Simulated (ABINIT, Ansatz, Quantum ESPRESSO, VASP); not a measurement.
**One calculation of CuF, 4 ways**

```
Cu F
1.0
     2.47101    0.00000    0.00000
     0.00000    2.47101    0.00000
     0.00000    0.00000    3.41650
Cu F
1 1
Cartesian
  0.0000 0.0000 0.0000
  1.2355 1.2355 1.7083
```

The cell comes from a database or a generator and needn't be the stable form of this composition.

Alike in all runs: task single point; functional PBE; k mesh 11 × 11 × 8; occupations fermi-dirac, width 0.05 eV; no spin polarisation; no spin-orbit coupling. Pressure is positive in compression and, in plane waves, holds the error of the finite cutoff, which Ansatz's Pulay term estimates and takes out.

```json
{"program and potentials": "Quantum ESPRESSO, SSSP 1.3 efficiency PBE", "plane-wave cutoff (eV)": "748", "notes": "9 valence electrons an atom on average", "pressure (GPa)": "4.09"}
{"program and potentials": "Ansatz, Ansatz PAW (earlier soft set)", "plane-wave cutoff (eV)": "420", "notes": "13 valence electrons an atom on average; Pulay term of +0.54 GPa included", "pressure (GPa)": "4.39"}
{"program and potentials": "VASP, PBE PAW files Cu, F, 520 eV", "plane-wave cutoff (eV)": "520", "notes": "9 valence electrons an atom on average", "pressure (GPa)": "4.28"}
{"program and potentials": "ABINIT, JTH PAW PBE v2.0", "plane-wave cutoff (eV)": "707", "notes": "13 valence electrons an atom on average", "pressure (GPa)": "3.79"}
```

The pressure spans 3.79 (ABINIT, JTH PAW PBE v2.0) to 4.39 GPa (Ansatz, Ansatz PAW (earlier soft set)).

The functional is the same throughout but for its coding, so the spread measures potentials, basis and numerics; runs on potential files found faulty are left out.
